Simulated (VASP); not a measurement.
# GaN: excitons from the Bethe-Salpeter equation, part 3 of 4

Aim: the optical spectrum of GaN with the electron-hole interaction. The cell is of the zinc-blende type, one of the forms listed for this formula. The start is a computed cell from the Materials Project.

VASP 6.6.1, plane waves and PAW; the level of theory is named at each step.

So far. Step 3 (Empty bands): WAVECAR now holds 56 bands for 18 electrons. Its independent-particle dielectric tensor has xx, yy, zz = 6.2, 6.2, 6.2 on this mesh, which isn't tested for convergence in mesh or bands and lacks local fields. Step 4 (G0W0): GW takes the gap from 1.750 to 2.880 eV. Spin-orbit coupling is left out. The value holds for 56 bands, ENCUTGW = 100 eV and this mesh, and isn't shown to be converged in them.

## (5) BSE, Tamm-Dancoff

This step: BSE on G0W0 on LDA; plane waves and PAW (Ga_d_GW, N_GW) (VASP 6.6.1).

The Bethe-Salpeter equation adds the screened attraction of electron and hole to the quasiparticle pairs; ANTIRES = 0 leaves out the coupling to antiresonant pairs.

The input, INCAR:

```
SYSTEM = GaN
PREC = Accurate
ENCUT = 450
ISMEAR = 0
SIGMA = 0.01
LREAL = .FALSE.
GGA = CA
NBANDS = 56
ALGO = BSE
NBANDSO = 5
NBANDSV = 4
OMEGAMAX = 25
NEDOS = 1000
CSHIFT = 0.1
PRECFOCK = Fast
LWAVE = .FALSE.
LCHARG = .FALSE.
ENCUTGW = 100
ANTIRES = 0
```

The input, POSCAR:

```
GaN
1.0
    0.0000000000      2.2535006075      2.2535006075
    2.2535006075      0.0000000000      2.2535006075
    2.2535006075      2.2535006075      0.0000000000
Ga N
1 1
Direct
    0.0000000000      0.0000000000      0.0000000000
    0.2500000000      0.2500000000      0.2500000000
```

The input, KPOINTS:

```
Automatic mesh
0
Gamma
10 10 10
0 0 0
```

PAW data sets: Ga_d_GW and N_GW (LDA family, release 64).

On the command line:

```sh
$ mpirun -np 8 vasp_std
```

The program printed:

```text
[banner, memory and clock lines left out]
running    8 mpi-ranks, on    1 nodes
 distrk:  each k-point on    8 cores,    1 groups
 distr:  one band on    1 cores,    8 groups

 POSCAR found type information on POSCAR GaN
 POSCAR found :  2 types and       2 ions
|                                                                             |
|           W    W    AA    RRRRR   N    N  II  N    N   GGGG   !!!           |
|           W    W   A  A   R    R  NN   N  II  NN   N  G    G  !!!           |
|           W    W  A    A  R    R  N N  N  II  N N  N  G       !!!           |
|           W WW W  AAAAAA  RRRRR   N  N N  II  N  N N  G  GGG   !            |
|           WW  WW  A    A  R   R   N   NN  II  N   NN  G    G                |
|           W    W  A    A  R    R  N    N  II  N    N   GGGG   !!!           |
|                                                                             |
|     For optimal performance we recommend to set                             |
|       NCORE = 2 up to number-of-cores-per-socket                            |
|     NCORE specifies how many cores store one orbital (NPAR=cpu/NCORE).      |
|     This setting can greatly improve the performance of VASP for DFT.       |
|     The default, NCORE=1 might be grossly inefficient on modern             |
|     multi-core architectures or massively parallel machines. Do your        |
|     Unfortunately you need to use the default for GW and RPA                |
|     calculations (for HF NCORE is supported but not extensively tested      |
|     yet).                                                                   |
|                                                                             |

|                                                                             |
|           W    W    AA    RRRRR   N    N  II  N    N   GGGG   !!!           |
|           W    W   A  A   R    R  NN   N  II  NN   N  G    G  !!!           |
|           W    W  A    A  R    R  N N  N  II  N N  N  G       !!!           |
|           W WW W  AAAAAA  RRRRR   N  N N  II  N  N N  G  GGG   !            |
|           WW  WW  A    A  R   R   N   NN  II  N   NN  G    G                |
|           W    W  A    A  R    R  N    N  II  N    N   GGGG   !!!           |
|                                                                             |
|     The default for ENCUTGWSOFT is different in this version of VASP.       |
|     please manually set ENCUTGWSOFT =100 in the INCAR file.                 |
|                                                                             |

 LDA part: xc-table for (Slater(with rela. corr.)+CA(PZ))
 , standard interpolation
 found WAVECAR, reading the header
 POSCAR, INCAR and KPOINTS ok, starting setup
 FFT: planning ... GRIDC
 FFT: planning ... GRID_SOFT
 FFT: planning ... GRID
 reading WAVECAR
 the WAVECAR file was read successfully
 initial charge from wavefunction
 available memory per node:     91.61 GB, setting MAXMEM to     93811

 The Fermi energy was updated, please check that it is located mid-gap
 values below the HOMO (VB) or above the LUMO (CB) will cause erroneous energies
 E-fermi :   6.0707

 the WAVEDER file was read successfully
 responsefunction array rank=      64

 min. memory requirement per mpi rank    289.6 MB, per node   2316.9 MB

 Doing            0  frequencies on each core in blocks of            0
 Found all WFULLXXXX.tmp files
 reading now WFULL0001.tmp
 reading now WFULL0002.tmp
 reading now WFULL0003.tmp
 reading now WFULL0004.tmp
 reading now WFULL0005.tmp
 reading now WFULL0006.tmp
 reading now WFULL0007.tmp
 reading now WFULL0008.tmp
 reading now WFULL0009.tmp
 reading now WFULL0010.tmp
 reading now WFULL0011.tmp
 reading now WFULL0012.tmp
 reading now WFULL0013.tmp
 reading now WFULL0014.tmp
 reading now WFULL0015.tmp
 reading now WFULL0016.tmp
 reading now WFULL0017.tmp
 reading now WFULL0018.tmp
 reading now WFULL0019.tmp
 reading now WFULL0020.tmp
 reading now WFULL0021.tmp
 reading now WFULL0022.tmp
 reading now WFULL0023.tmp
 reading now WFULL0024.tmp
 reading now WFULL0025.tmp
 reading now WFULL0026.tmp
 reading now WFULL0027.tmp
 reading now WFULL0028.tmp
 reading now WFULL0029.tmp
 reading now WFULL0030.tmp
 reading now WFULL0031.tmp
 reading now WFULL0032.tmp
 reading now WFULL0033.tmp
 reading now WFULL0034.tmp
 reading now WFULL0035.tmp
 reading now WFULL0036.tmp
 reading now WFULL0037.tmp
 reading now WFULL0038.tmp
 reading now WFULL0039.tmp
 reading now WFULL0040.tmp
 reading now WFULL0041.tmp
 reading now WFULL0042.tmp
 reading now WFULL0043.tmp
 reading now WFULL0044.tmp
 reading now WFULL0045.tmp
 reading now WFULL0046.tmp
 reading now WFULL0047.tmp
 parallelization over k-points
 Using distributed matrix
 Using distributed eigensolver
 allocating two-electron 4 orbital integral table    5    4    5    4
 BSE setting up matrix
 available memory per node:     90.89 GB, setting MAXMEM to     93070
 Calculate matrix elements of the BSE Hamiltonian:
 Workload is divided into blocks of two-electron 4 orbital integrals computed in
  parallel.
 Each block/integral has dimensions  of (   5,   4,   5,   4) orbitals
 Total number of blocks/integrals:               500500
 Number of spins:                                     1
 Number of kpoints:                                1000
 Spin channel:                                        1
  Number of blocks of unoccupied bands:               1
  Number of blocks of occupied bands:                 1
 Number of rows/columns of blocks:                 1000

                                                        Time (sec)
               Integrals                 Ranks       Real         CPU
  [         1 -       8000/    500500]     8        12.61        0.00
  [      8001 -      16000/    500500]     8        23.21        0.00
  [     16001 -      24000/    500500]     8        38.92        0.00
  [     24001 -      32000/    500500]     8        55.27        0.00
  [     32001 -      40000/    500500]     8        71.47        0.00
  [     40001 -      48000/    500500]     8        88.13        0.00
  [     48001 -      56000/    500500]     8       101.71        0.00
  [     56001 -      64000/    500500]     8       113.42        0.00
  [     64001 -      72000/    500500]     8       123.23        0.00
  [     72001 -      80000/    500500]     8       133.25        0.00
  [     80001 -      88000/    500500]     8       146.80        0.00
  [     88001 -      96000/    500500]     8       162.76        0.00
  [     96001 -     104000/    500500]     8       178.02        0.00
  [    104001 -     112000/    500500]     8       193.70        0.00
  [    112001 -     120000/    500500]     8       208.55        0.00
  [    120001 -     128000/    500500]     8       219.52        0.00
  [    128001 -     136000/    500500]     8       229.21        0.00
  [    136001 -     144000/    500500]     8       238.97        0.00
  [    144001 -     152000/    500500]     8       252.31        0.00
  [    152001 -     160000/    500500]     8       267.43        0.00
  [    160001 -     168000/    500500]     8       281.18        0.00
  [    168001 -     176000/    500500]     8       296.12        0.00
  [    176001 -     184000/    500500]     8       311.34        0.00
  [    184001 -     192000/    500500]     8       320.89        0.00
  [    192001 -     200000/    500500]     8       331.45        0.00
  [    200001 -     208000/    500500]     8       341.03        0.00
  [    208001 -     216000/    500500]     8       350.94        0.00
  [    216001 -     224000/    500500]     8       361.76        0.00
  [    224001 -     232000/    500500]     8       375.81        0.00
  [    232001 -     240000/    500500]     8       390.63        0.00
  [    240001 -     248000/    500500]     8       406.68        0.00
  [    248001 -     256000/    500500]     8       419.87        0.00
  [    256001 -     264000/    500500]     8       429.15        0.00
  [    264001 -     272000/    500500]     8       438.50        0.00
  [    272001 -     280000/    500500]     8       447.91        0.00
  [    280001 -     288000/    500500]     8       459.59        0.00
  [    288001 -     296000/    500500]     8       473.29        0.00
  [    296001 -     304000/    500500]     8       483.66        0.00
  [    304001 -     312000/    500500]     8       499.58        0.00
  [    312001 -     320000/    500500]     8       513.97        0.00
  [    320001 -     328000/    500500]     8       523.63        0.00
  [    328001 -     336000/    500500]     8       533.57        0.00
  [    336001 -     344000/    500500]     8       544.98        0.00
  [    344001 -     352000/    500500]     8       555.80        0.00
  [    352001 -     360000/    500500]     8       568.78        0.00
  [    360001 -     368000/    500500]     8       585.17        0.00
  [    368001 -     376000/    500500]     8       598.78        0.00
  [    376001 -     384000/    500500]     8       608.05        0.00
  [    384001 -     392000/    500500]     8       617.41        0.00
  [    392001 -     400000/    500500]     8       626.97        0.00
  [    400001 -     408000/    500500]     8       637.19        0.00
  [    408001 -     416000/    500500]     8       646.55        0.00
  [    416001 -     424000/    500500]     8       655.94        0.00
  [    424001 -     432000/    500500]     8       668.35        0.00
  [    432001 -     440000/    500500]     8       684.76        0.00
  [    440001 -     448000/    500500]     8       703.17        0.00
  [    448001 -     456000/    500500]     8       718.66        0.00
  [    456001 -     464000/    500500]     8       729.76        0.00
  [    464001 -     472000/    500500]     8       740.17        0.00
  [    472001 -     480000/    500500]     8       749.73        0.00
  [    480001 -     488000/    500500]     8       759.17        0.00
  [    488001 -     496000/    500500]     8       769.39        0.00
  [    496001 -     500000/    500500]     8       774.35        0.00
  [    500001 -     500500/    500500]     8       775.59        0.00

 BSE redistributing all elements
 BSE diagonalizing matrix PDSYEVX_ZHEEVX_DESC
 BSE calculating oscillator strength
```

Wall time 26 min (8 MPI ranks of AMD EPYC 7R43, shared host); peak memory 13 GiB; 3.5 h of CPU time.

Parts of OUTCAR (step 5):

```text
   NELECT =      18.0000    total number of electrons

 E-fermi :   6.0707

[... 8 parts as in an earlier step ...]

[... 2 further parts left out ...]
```

Numbers from this step:

```yaml
lowest_excitation: 2.625 eV
```

The imaginary dielectric function, xx has structure finer than the step of the table below, so its rows give means over 1 eV, whole bins alone (the curve runs from 0 to 25 eV). Peaks (eV: height): 3.6: 5.85, 5.1: 6.06, 6.6: 12.5, 7.3: 12.7, 8.3: 7.58, 10.1: 8.21, 12.3: 6.23.

From 5 filled and 4 empty bands alone, without any pair above OMEGAMAX = 25 eV, so strength is missing wherever others contribute; lines are broadened by CSHIFT, which also makes the tail under the first line. Table of imaginary dielectric function, xx by photon energy; means over each step:

photon energy (eV), imaginary dielectric function, xx and a bar:
```
        1        0.0 
        2        0.2 #
        3        1.3 ####
        4        2.5 #######
        5        3.4 ##########
        6        5.5 ################
        7       10.2 ##############################
        8        6.4 ###################
        9        4.2 ############
       10        6.4 ###################
       11        4.8 ##############
       12        4.7 ##############
       13        2.9 #########
       14        1.4 ####
       15        1.0 ###
       16        0.4 #
       17        0.2 #
       18        0.2 
       19        0.1 
       20        0.1 
       21        0.1 
       22        0.0 
       23        0.0 
       24        0.0
```

Some of the lowest 40 states alone, with states under 2.5 meV apart joined, scaled to the strongest line shown. Exciton lines, with heights relative to the strongest:

| position (eV) | lines merged | oscillator strength |
| --- | --- | --- |
| 2.625 | 3 | 46 |
| 3.587 | 3 | 100 |
| 3.632 | 5 | 0.0 |
| 3.659 | 8 | 0.0 |
| 4.156 | 3 | 35 |
| 4.173 | 6 | 0.0 |
| 4.184 | 3 | 0.0 |

The lowest excitation lies at 2.625 eV, -254 meV against the direct gap of these orbitals, a distance that this coarse mesh makes far too large. Peak heights aren't converged with the mesh, least of all at the onset.

## (6) Independent quasiparticles

This step: BSE on G0W0 on LDA, independent quasiparticles; plane waves and PAW (Ga_d_GW, N_GW) (VASP 6.6.1).

With LADDER and LHARTREE off the pairs don't interact at all, so the lowest line must equal the direct gap.

INCAR, as its differences from that of step 5:

```diff
@@ -19 +19,3 @@
 ANTIRES = 0
+LADDER = .FALSE.
+LHARTREE = .FALSE.
```

POSCAR is that of step 5.

KPOINTS is that of step 5.

On the command line:

```sh
$ mpirun -np 8 vasp_std
```

The program printed:

```text
[banner, memory and clock lines left out]
 LDA part: xc-table for (Slater(with rela. corr.)+CA(PZ))
 , standard interpolation
 found WAVECAR, reading the header
 POSCAR, INCAR and KPOINTS ok, starting setup
 FFT: planning ... GRIDC
 FFT: planning ... GRID_SOFT
 FFT: planning ... GRID
 reading WAVECAR
 the WAVECAR file was read successfully
 initial charge from wavefunction
 available memory per node:     89.14 GB, setting MAXMEM to     91281

 Doing            0  frequencies on each core in blocks of            0
 parallelization over k-points
 Using distributed matrix
 Using distributed eigensolver
 allocating two-electron 4 orbital integral table    5    4    5    4
 BSE setting up matrix
 available memory per node:     88.51 GB, setting MAXMEM to     90637
 Calculate matrix elements of the BSE Hamiltonian:
 Workload is divided into blocks of two-electron 4 orbital integrals computed in
  parallel.
 Each block/integral has dimensions  of (   5,   4,   5,   4) orbitals
 Total number of blocks/integrals:               500500
 Number of spins:                                     1
 Number of kpoints:                                1000
 Spin channel:                                        1
  Number of blocks of unoccupied bands:               1
  Number of blocks of occupied bands:                 1
 Number of rows/columns of blocks:                 1000

                                                        Time (sec)
               Integrals                 Ranks       Real         CPU
  [         1 -       8000/    500500]     8         1.02        0.00
  [      8001 -      16000/    500500]     8         2.05        0.00
  [     16001 -      24000/    500500]     8         3.12        0.00
  [     24001 -      32000/    500500]     8         4.18        0.00
  [     32001 -      40000/    500500]     8         5.28        0.00
  [     40001 -      48000/    500500]     8         6.36        0.00
  [     48001 -      56000/    500500]     8         7.47        0.00
  [     56001 -      64000/    500500]     8         8.54        0.00
  [     64001 -      72000/    500500]     8         9.63        0.00
  [     72001 -      80000/    500500]     8        10.71        0.00
  [     80001 -      88000/    500500]     8        11.82        0.00
  [     88001 -      96000/    500500]     8        12.93        0.00
  [     96001 -     104000/    500500]     8        14.04        0.00
  [    104001 -     112000/    500500]     8        15.10        0.00
  [    112001 -     120000/    500500]     8        16.20        0.00
  [    120001 -     128000/    500500]     8        17.39        0.00
  [    128001 -     136000/    500500]     8        18.75        0.00
  [    136001 -     144000/    500500]     8        19.91        0.00
  [    144001 -     152000/    500500]     8        20.97        0.00
  [    152001 -     160000/    500500]     8        22.04        0.00
  [    160001 -     168000/    500500]     8        23.11        0.00
  [    168001 -     176000/    500500]     8        24.17        0.00
  [    176001 -     184000/    500500]     8        25.32        0.00
  [    184001 -     192000/    500500]     8        26.47        0.00
  [    192001 -     200000/    500500]     8        27.58        0.00
  [    200001 -     208000/    500500]     8        28.63        0.00
  [    208001 -     216000/    500500]     8        29.71        0.00
  [    216001 -     224000/    500500]     8        31.05        0.00
  [    224001 -     232000/    500500]     8        32.21        0.00
  [    232001 -     240000/    500500]     8        33.31        0.00
  [    240001 -     248000/    500500]     8        34.38        0.00
  [    248001 -     256000/    500500]     8        35.45        0.00
  [    256001 -     264000/    500500]     8        36.85        0.00
  [    264001 -     272000/    500500]     8        38.05        0.00
  [    272001 -     280000/    500500]     8        39.23        0.00
  [    280001 -     288000/    500500]     8        40.34        0.00
  [    288001 -     296000/    500500]     8        41.42        0.00
  [    296001 -     304000/    500500]     8        42.51        0.00
  [    304001 -     312000/    500500]     8        43.61        0.00
  [    312001 -     320000/    500500]     8        44.76        0.00
  [    320001 -     328000/    500500]     8        45.92        0.00
  [    328001 -     336000/    500500]     8        47.03        0.00
  [    336001 -     344000/    500500]     8        48.24        0.00
  [    344001 -     352000/    500500]     8        49.34        0.00
  [    352001 -     360000/    500500]     8        50.44        0.00
  [    360001 -     368000/    500500]     8        51.56        0.00
  [    368001 -     376000/    500500]     8        52.74        0.00
  [    376001 -     384000/    500500]     8        53.85        0.00
  [    384001 -     392000/    500500]     8        54.96        0.00
  [    392001 -     400000/    500500]     8        56.19        0.00
  [    400001 -     408000/    500500]     8        57.28        0.00
  [    408001 -     416000/    500500]     8        58.38        0.00
  [    416001 -     424000/    500500]     8        59.48        0.00
  [    424001 -     432000/    500500]     8        60.56        0.00
[...]
[    496001 -     500000/    500500]     8        69.62        0.00
  [    500001 -     500500/    500500]     8        69.77        0.00

[... 7 parts as in an earlier step ...]
```

Elapsed: 15 min, on 8 MPI ranks; peak memory 13 GiB; 2 h of CPU time.

OUTCAR, selected parts (step 6):

```text
   NELECT =      18.0000    total number of electrons

 E-fermi :   6.0707

[... 8 parts as in an earlier step ...]

[... 2 further parts left out ...]
```

Numbers from this step:

```yaml
lowest_excitation: 2.880 eV
```

The imaginary dielectric function, xx has structure finer than the step of the table below, so its rows give means over 1 eV, whole bins alone (the curve runs from 0 to 25 eV). Peaks (eV: height): 7.1: 6.24, 7.7: 10.7, 9.0: 8.98, 9.5: 5.63, 10.8: 7.60, 11.5: 7.19, 12.6: 7.54.

From 5 filled and 4 empty bands alone, without any pair above OMEGAMAX = 25 eV, so strength is missing wherever others contribute; lines are broadened by CSHIFT, which also makes the tail under the first line. Table of imaginary dielectric function, xx by photon energy; means over each step:

photon energy (eV), imaginary dielectric function, xx and a bar:
```
        1        0.0 
        2        0.1 
        3        0.6 ##
        4        1.5 #####
        5        1.5 ######
        6        2.3 #########
        7        4.4 #################
        8        8.0 ##############################
        9        6.7 #########################
       10        4.7 ##################
       11        6.5 ########################
       12        5.8 ######################
       13        5.9 ######################
       14        3.5 #############
       15        2.0 #######
       16        1.2 ####
       17        0.5 ##
       18        0.3 #
       19        0.2 #
       20        0.1 
       21        0.1 
       22        0.1 
       23        0.1 
       24        0.0
```

The lowest excitation lies at 2.880 eV, +254 meV against the Tamm-Dancoff singlet. Peak heights aren't converged with the mesh, least of all at the onset.

[end of part 3 of 4]

[Lines on the potential files, build, host, timing and source positions are cut from VASP's logs without a mark.]

[Logs are printed without paths, hosts, clocks, repeated set-up lines and the standing remarks that a program may print on its own settings, such as how far it seeks lower states.]

[Hosts, paths, dates, database ids (printed as entryN), source tags and the programs' standing remarks are cut or masked in the printed files.]

[Pressures printed for these runs are not shown converged in the cutoff: they can be off by several GPa and have the wrong sign.]
